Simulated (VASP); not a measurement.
Given:

```
GaInP2
1.0
    1.99961     1.15447     6.54884
   -1.99961     1.15447     6.54884
    0.00000    -2.30895     6.54884
In Ga P
1 1 2
Direct
  0.50060   0.50060   0.50060
  0.00002   0.00002   0.00002
  0.11944   0.11944   0.11944
  0.62992   0.62992   0.62992
```

Calculation: PBEsol GGA, VASP's PBE PAW potentials (set 64) (plane waves; VASP). Numerical set-up: 400 eV cut-off, 7×7×7 Γ-centred mesh, tetrahedra with Blöchl corrections, potentials In_d Ga_d P.

The cores are frozen, which limits the accuracy of field gradients.

**Question.** Give the principal components of the electric field gradient (V/Å²) and the asymmetry η at each nucleus.

**Answer.** 
```tsv
atom	Vxx	Vyy	Vzz	η
In1	-4.6	-4.6	9.3	0.00
Ga2	6.7	6.7	-13.4	0.00
P3	-6.5	-6.5	13.1	0.00
P4	4.4	4.4	-8.8	0.00
```

The structure comes from a computed database's InGaP2 entry (R3m); how it stands against other phases isn't given here. It was relaxed first.
